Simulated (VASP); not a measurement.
A run of VASP 6.6.1 is set up as follows.

Contents of INCAR:

```
SYSTEM = Hf3SnS4
PREC = Normal ; ENCUT = 520
EDIFF = 1E-4 ; ISMEAR = 0
SIGMA = 0.15 ; LREAL = .False.
LASPH = .True. ; NELM = 60
ALGO = Fast ; ISIF = 3
LWAVE = .False. ; LCHARG = .False.
GGA = PE ; IBRION = 2
NSW = 24 ; EDIFFG = -0.08
```

KPOINTS

```
regular mesh
0
Gamma
  4 4 1
  0 0 0
```

The input POSCAR:

```
Hf3SnS4
1.0
    3.6500000000      0.0000000000      0.0000000000
   -1.8250000000      3.1609927200      0.0000000000
    0.0000000000      0.0000000000     15.4000000000
Hf Sn S
3 1 4
Direct
    0.6666666700      0.3333333300      0.0000000000
    0.3333333300      0.6666666700      0.3770000000
    0.3333333300      0.6666666700      0.6230000000
    0.0000000000      0.0000000000      0.5000000000
    0.0000000000      0.0000000000      0.9060000000
    0.3333333300      0.6666666700      0.0940000000
    0.6666666700      0.3333333300      0.2820000000
    0.6666666700      0.3333333300      0.7180000000
```

Potentials or basis: VASP PAW PBE potentials, release 64 (Hf_pv, Sn_d, S).

Run with:

```sh
$ cat potpaw_PBE.64/Hf_pv/POTCAR potpaw_PBE.64/Sn_d/POTCAR potpaw_PBE.64/S/POTCAR > POTCAR
$ mpirun -np 1 vasp_std > vasp.out
```

Question: What does it give for the relaxed cell?

Answer: a = 3.566 Å, b = 3.566 Å, c = 17.167 Å, α = 90.00°, β = 90.00°, γ = 120.00°.

Question: Predict the relaxed volume.

Answer: 23.63 Å³/atom.

Question: What does it give for the band gap on the k mesh?

Answer: None (metal or under the smearing width).

Question: What does it give for the space group after relaxing (to 0.05 Å)?

Answer: P3m1 (No. 156).

Stress tensor (GPa, compression positive):
```
0.32 0.00 0.00
0.00 0.32 0.00
0.00 0.00 0.19
```

Caveat: the k mesh is coarse (spacing up to 0.50 Å⁻¹), so the values aren't converged; this functional lacks dispersion, which binds the layers, so the pressure and a relaxed spacing across them are unreliable. Spin-orbit coupling is left out, which matters for the levels of Hf.
